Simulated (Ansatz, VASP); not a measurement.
## One calculation of NaLaMnMoO6, two programs

File INCAR:

```
SYSTEM = NaLaMnMoO6
PREC = Accurate ; ENCUT = 520
EDIFF = 1E-8 ; ISMEAR = -1
SIGMA = 0.05 ; LREAL = .False.
LASPH = .True. ; NELM = 120
ALGO = Normal ; ISIF = 2
LWAVE = .False. ; LCHARG = .False.
ISPIN = 2 ; MAGMOM = 0 0 4 1 0 0 0 0 0 0
LORBIT = 11 ; LMAXMIX = 6
GGA = PE ; LEFG = .True.
KPAR = 4
```

File KPOINTS:

```
regular mesh
0
Gamma
  6 6 6
  0 0 0
```

The input POSCAR:

```
NaLaMnMoO6
1.0
    4.9777500000     -2.8814600000      0.0205500000
    4.9777500000      2.8814600000      0.0205500000
   -3.0608600000      0.0000000000      4.5978500000
Na La Mn Mo O
1 1 1 1 6
Direct
    0.9948200000      0.9948200000      0.4999400000
    0.7530700000      0.7530700000      0.7882500000
    0.2501600000      0.2501600000      0.1981100000
    0.4986700000      0.4986700000      0.9972200000
    0.3033800000      0.3033800000      0.6139600000
    0.3290200000      0.8285000000      0.8764900000
    0.1955800000      0.6363000000      0.1535400000
    0.6363000000      0.1955800000      0.1535400000
    0.8285000000      0.3290200000      0.8764900000
    0.7105000000      0.7105000000      0.3424600000
```

The input input.yaml:

```yaml
crystal:
  lattice:
    - [4.97775, -2.88146, 0.02055]
    - [4.97775, 2.88146, 0.02055]
    - [-3.06086, 0.0, 4.59785]
  atoms:
    - { symbol: Na, position: [0.99482, 0.99482, 0.49994] }
    - { symbol: La, position: [0.75307, 0.75307, 0.78825] }
    - { symbol: Mn, position: [0.25016, 0.25016, 0.19811], spin: 4.0 }
    - { symbol: Mo, position: [0.49867, 0.49867, 0.99722], spin: 1.0 }
    - { symbol: O, position: [0.30338, 0.30338, 0.61396] }
    - { symbol: O, position: [0.32902, 0.8285, 0.87649] }
    - { symbol: O, position: [0.19558, 0.6363, 0.15354] }
    - { symbol: O, position: [0.6363, 0.19558, 0.15354] }
    - { symbol: O, position: [0.8285, 0.32902, 0.87649] }
    - { symbol: O, position: [0.7105, 0.7105, 0.34246] }
hamiltonian:
  xc: pbe
  pseudopotentials: { kind: nc, accuracy: standard }
magnetization:
  spin_polarized: true
kpoints:
  mp_grid: { grid: [6, 6, 6] }
scf:
  occupations: { method: fermi_dirac, width: 0.05 }
output:
  forces: true
  stress: true
  eigenvalues: true
```

The cell was built by a generator and needn't be a form met in nature.

Alike in both runs: functional PBE; k mesh 6 × 6 × 6; occupations fermi-dirac, width 0.05 eV; collinear spin, ferromagnetic start.

|  | VASP | Ansatz |
| --- | --- | --- |
| version | VASP 6.6.1 | Ansatz 0.2.0 |
| potentials or method | VASP PAW PBE potentials, release 64 (Na_pv, La, Mn_pv, Mo_sv, O) | PseudoDojo standard (PBE files) |
| plane-wave cutoff (eV) | 520 | 1497 |
| valence electrons in the cell | 81 | 85 |
| task | electric field gradients | single point |

```csv
,VASP,Ansatz,Ansatz less VASP
gap on the k mesh at the Fermi level (eV),0.91,0.97,+0.054
least direct gap on the mesh (eV),1.00,1.04,+0.048
pressure (GPa),0.2,-0.2,-0.37
largest component of the traceless stress (GPa),0.03,0.05,+0.018
rms of the force components (eV/Å),0.021,0.018,-0.0024
net moment per atom (μB),0.50,0.50,0.000
size of the moment on the site where the two differ most (μB),4.35,3.94,-0.415
```

Site moments also hang on the region over which each program counts them. Atom by atom the forces differ by 0.030 eV/Å (rms over components). The two sets of potentials don't hold the same shells in valence.

Caveats: spin-orbit coupling is left out, which moves the levels of the heavy elements; a cell with one magnetic atom can't hold antiferromagnetic order, which such compounds often take. A k mesh can miss the band edges. PBE gaps usually lie below the measured ones, often by a third to a half.
